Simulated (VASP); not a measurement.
Input of a VASP 6.6.1 run:

The input INCAR:

```
SYSTEM = Ba2Tl5V3O12
  PREC = Accurate
  ENCUT = 520
  EDIFF = 1E-6
  ISMEAR = -1
  SIGMA = 0.05
  LREAL = .False.
  LASPH = .True.
  NELM = 100
  ALGO = Normal
  ISIF = 2
  LWAVE = .False.
  LCHARG = .True.
  ISPIN = 2
  MAGMOM = 0 0 2 2 2 0 0 0 0 0 0 0 0 0 0 0 0 0 0 0 0 0
  LORBIT = 11
  LMAXMIX = 4
  GGA = PE
  LELF = .True.
```

Contents of KPOINTS:

```
regular mesh
0
Gamma
  5 5 2
  0 0 0
```

File POSCAR:

```
Ba2Tl5V3O12
1.0
    6.0437000000      0.0954900000     -0.4538500000
   -2.5758800000      5.5423000000      0.0296100000
   -1.2131500000     -2.0613200000     13.9219600000
Ba V Tl O
2 3 5 12
Direct
    0.8825100000      0.0156100000      0.4732000000
    0.5788600000      0.7968800000      0.8892200000
    0.2693600000      0.1058000000      0.9846800000
    0.1162900000      0.5582000000      0.3391400000
    0.6080700000      0.3069600000      0.6655200000
    0.4836100000      0.2899100000      0.3837300000
    0.0831100000      0.0748500000      0.7486900000
    0.7727900000      0.8939800000      0.1771900000
    0.2979100000      0.6659900000      0.6010700000
    0.9720100000      0.4663600000      0.0474000000
    0.0245800000      0.0564700000      0.0435400000
    0.1636900000      0.8697500000      0.8875400000
    0.3358500000      0.3728900000      0.9381800000
    0.5330800000      0.1024200000      0.0489200000
    0.4267400000      0.6776200000      0.4006300000
    0.9519700000      0.6420200000      0.4121100000
    0.0069600000      0.2404100000      0.3256500000
    0.0837300000      0.6486500000      0.2303200000
    0.8589000000      0.3321400000      0.6165200000
    0.6367300000      0.5816300000      0.7239000000
    0.5634300000      0.0992000000      0.7442300000
    0.3498400000      0.2022600000      0.5686200000
```

Potentials or basis: VASP PAW PBE potentials, release 64 (Ba_sv, V_sv, Tl_d, O).

The run is started by

```bash
$ cat potpaw_PBE.64/Ba_sv/POTCAR potpaw_PBE.64/V_sv/POTCAR potpaw_PBE.64/Tl_d/POTCAR potpaw_PBE.64/O/POTCAR > POTCAR
$ mpirun -np 4 vasp_std > vasp.out
```

Task: What does it give for the largest force?

Result: 0.198 eV/Å.

Task: What does it give for the band gap on the k mesh?

Result: 3.02 eV, indirect (least direct gap 3.03 eV).

Task: Estimate the pressure.

Result: 0.5 GPa.

Stress tensor (GPa, compression positive):
```
 0.56 -0.01 -0.05
-0.01  0.55  0.03
-0.05  0.03  0.52
```

Caveat: spin-orbit coupling is left out, which as a rule narrows the gap of such compounds by several tenths of an eV; an odd mesh through Γ misses points on the zone boundary, where band edges often lie.
